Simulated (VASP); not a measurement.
```
CELL_PARAMETERS angstrom
     -1.99315     1.99315     4.78735
      1.99315    -1.99315     4.78735
      1.99315     1.99315    -4.78735
ATOMIC_POSITIONS crystal
  Ce 0.00000 0.00000 0.00000
  Co 0.25000 0.75000 0.50000
  Si 0.62586 0.62586 0.00000
  Si 0.37414 0.37414 0.00000
  Cu 0.75000 0.25000 0.50000
```

Computed with PBEsol GGA, VASP's PBE PAW potentials (set 64) (plane waves; VASP). Numerical set-up: 400 eV cut-off, Gaussian smearing of 0.050 eV, potentials Ce Co Si Cu.

**Question.** Give the energies of bands 10 to 23 at the high-symmetry points, in eV from the Fermi level.

**Answer.** 
```
band      Γ      X      P      N      M      S      R
----  -----  -----  -----  -----  -----  -----  -----
10    -3.94  -3.79  -3.77  -4.01  -3.98  -4.00  -3.77
11    -3.29  -3.73  -3.74  -4.00  -3.93  -3.98  -3.75
12    -2.98  -3.38  -3.67  -3.63  -2.38  -3.62  -3.34
13    -2.20  -3.37  -2.81  -3.02  -2.38  -2.72  -3.30
14    -2.20  -2.43  -2.53  -2.48  -2.32  -2.62  -2.39
15    -1.52  -2.12  -2.04  -2.41  -1.79  -2.19  -2.19
16    -1.52  -1.74  -1.64  -2.18  -1.00  -1.90  -1.99
17    -1.23  -1.38  -1.55  -1.32  -1.00  -1.27  -1.34
18    -1.02  -1.17  -1.11  -0.97  -0.82  -0.61  -1.09
19    -0.84  -0.75  -0.74  -0.32   0.02  -0.37  -0.64
20    -0.83  -0.56  -0.70   0.04   0.19  -0.24  -0.58
21     0.07  -0.05  -0.04   0.34   0.34   0.37  -0.03
22     0.07   0.42   0.43   0.37   0.34   0.40   0.43
23     0.43   0.43   0.45   0.56   0.34   0.52   0.44
```

It has no gap at this level: it comes out as a metal or semimetal.

The structure comes from a computed database's CeCoCuSi2 entry (I-4m2); how it stands against other phases isn't given here. It was relaxed first. The run is not spin-polarised, so no magnetic state was tried.
